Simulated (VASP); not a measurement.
All values below come from PBE GGA, VASP's PBE PAW potentials (set 64) (plane waves; VASP 6.6.1).

VASP input:

### KPOINTS
```
Regular mesh
0
Gamma
7 7 7
```

POSCAR:
```
CdSe
1.0
  0.0000000000   3.0484090000   3.0484090000
  3.0484090000   0.0000000000   3.0484090000
  3.0484090000   3.0484090000   0.0000000000
Cd Se
1 1
Cart
  0.0000000000   0.0000000000   0.0000000000
  1.5242045000   1.5242045000   1.5242045000
```

### INCAR
```
# general
SYSTEM =CdSe
PREC   =Accurate
ENCUT  =400   # plane-wave cut-off (eV)
LREAL  =.False.   # projection in real space or not
LASPH  =.True.

# electronic loop
EDIFF  =1E-6   # SCF stop (eV)
NELM   =100   # most electronic steps
ALGO   =Normal
LMAXMIX=4   # l cut-off of mixed one-centre charges

# smearing
ISMEAR =0
SIGMA  =0.05   # width (eV)

# functional
GGA    =PE

# ions
IBRION =2
NSW    =60   # most ionic steps
ISIF   =3   # ions, shape and volume
EDIFFG =-0.01   # ionic stop

# output
LWAVE  =.False.
LCHARG =.False.
```

POTCAR, in this order: Cd Se (PBE.64 set). Program: vasp_std.

Energy and stress use the plane-wave basis of the starting cell.

**Question.** Estimate the energy per atom (σ→0), volume per atom, band gap (on the k-mesh).

**Answer.** 
The energy per atom (σ→0) is -2.744 eV/atom. The band gap (on the k-mesh) comes out as 0.50 eV and the volume per atom comes out as 29.62 Å^3/atom.

OSZICAR:
```
...
DAV:   1    -0.552863629860E+01   -0.42009E-01   -0.82806E-01   570   0.118E+01    0.146E+00
DAV:   2    -0.549260653596E+01    0.36030E-01   -0.93211E-02   560   0.473E+00    0.468E-01
DAV:   3    -0.548893266498E+01    0.36739E-02   -0.10208E-02   540   0.110E+00    0.407E-01
DAV:   4    -0.548860476101E+01    0.32790E-03   -0.66500E-04   535   0.252E-01    0.669E-02
DAV:   5    -0.548859229638E+01    0.12465E-04   -0.11242E-04   600   0.155E-01    0.312E-02
DAV:   6    -0.548859641843E+01   -0.41220E-05   -0.19984E-05   540   0.599E-02    0.101E-02
DAV:   7    -0.548859624575E+01    0.17267E-06   -0.12130E-06   425   0.765E-03
   3 F= -.54885962E+01 E0= -.54885962E+01  d E =-.182811E-01
```

The structure was generated: CdSe was put into the zinc blende type (F-43m), which need not be its known phase. This run relaxes it. Symmetry was kept, so distortions that lower it aren't found.
